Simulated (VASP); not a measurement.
PbS: energy against volume

PbS (rock salt, Fm-3m, 27.052 Å³/atom and stress up to 0.08 GPa in the relaxed cell, cube axes along x, y and z) under an equal strain ε along all three axes. PBE in VASP (plane waves, PAW), 480 eV, 10×10×10 Γ-centred mesh, Gaussian smearing 0.05 eV; ions are relaxed, or left where forces stay under 0.02 eV/Å, within the symmetry of each cell.

Here V stands for volume and E for E less E0.

```
volume (Å³/atom)  E less E0 (meV/atom)  pressure (GPa)
----------------  --------------------  --------------
24.6892                              ?               ?
25.4607                          18.72            3.77
25.8524                          10.62            2.75
26.2481                           4.88            1.80
26.6478                           1.37            0.91
27.0515                           0.00            0.08
27.4593                           0.66           -0.69
27.8712                           3.23           -1.41
28.2872                           7.65           -2.08
28.7073                          13.80           -2.71
```

Problem. Fit E against V with the third-order Birch-Murnaghan form, a cubic in V^(-2/3), and predict the withheld value at V = 24.6892.

Solution. With u = V^(-2/3) - 0.1110, the rows have u = 0.0045455, 0.0033754, 0.0022230, 0.0010880, -0.0000300, -0.0011314, -0.0022165, -0.0032857, -0.0043391. Least squares gives E = 0.011 + 357.9·u + 820687·u² + 1338305·u³. Residuals (row less fit): 0.000, -0.001, 0.003, -0.004, -0.001, 0.005, -0.005, 0.002, 0.000; standard error 0.004 (degrees of freedom: 5). Its minimum lies at u = -0.0002182, so V0 = (0.1107818)^(-3/2) = 27.12. There d²E/du² = 1640000 and d³E/du³ = 8030000, so B0 = (4/9) × 27.12^(-7/3) × 1640000 × 0.160218 = 52.8 GPa (the last factor turns the table's units into GPa), and B0' = 4 + (2/3) × 0.1107818 × (8030000)/1640000 = 4.4. B0' rests on the cubic coefficient alone and has a standard error of 0.1 from these residuals. At the withheld row, u = 0.0069402, so E = 0.011 + 357.9 × 0.0069402 + 820687 × 0.0069402² + 1338305 × 0.0069402³ = 42.472 meV/atom. The calculation gives 42.43 meV/atom, 0.042 meV/atom below the prediction (0.1 % of the range of E in the table). The row lies outside the fitted rows, so this is an extrapolation. The scatter of the fitted rows lies at the last printed digit.

Spin-orbit coupling is left out, which can shift these values for the heavy elements here. Other structures, which can take over under pressure, weren't tried. The same form fitted to the pressure column gives B0' = 4.3; series where the two differ by over 0.4 aren't shown. Rows are the converged runs of the series near zero and its far end, less any whose ions stayed unrelaxed beside relaxed ones; series whose fitted rows scatter by over a few per cent of the range, as at a crossing or softening among them, aren't shown in this form.
